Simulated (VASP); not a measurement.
RuSe:

```
CELL_PARAMETERS angstrom
0.00000 2.90633 2.90633
2.90633 0.00000 2.90633
2.90633 2.90633 0.00000
ATOMIC_POSITIONS crystal
Ru 0.00000 0.00000 0.00000
Se 0.25000 0.25000 0.25000
```

The cell comes from a database or a generator and needn't be the stable form of this composition.

Base run:

```yaml
Program: VASP 6.6.1
Functional: r2SCAN
Potentials_or_basis: VASP PAW PBE potentials, release 64 (Ru_pv, Se)
Cutoff: 520 eV
k_mesh: 6 × 6 × 6
Occupations: gaussian, width 0.05 eV
Spin: collinear spin, zero start
Starting_moments: "[0.0, 0.0] μB"
Hubbard_terms: Ru d U = 3 eV
```

Its results: band gap on the k mesh none (metal or under the smearing width); pressure -13.9 GPa; net moment 0.00 μB per cell.

The run is repeated on the same cell with these changes: spin from collinear spin, zero start to collinear spin, random start; moments at the start from [0.0, 0.0] to [-0.86, 0.0]. What comes out?

Band gap on the k mesh none (metal or under the smearing width); pressure -1.3 GPa; net moment -2.00 μB per cell; site moments Ru -1.93; Se +0.14 μB.

Caveats: the PAW data sets were made with another functional, which shifts forces and pressure a little.
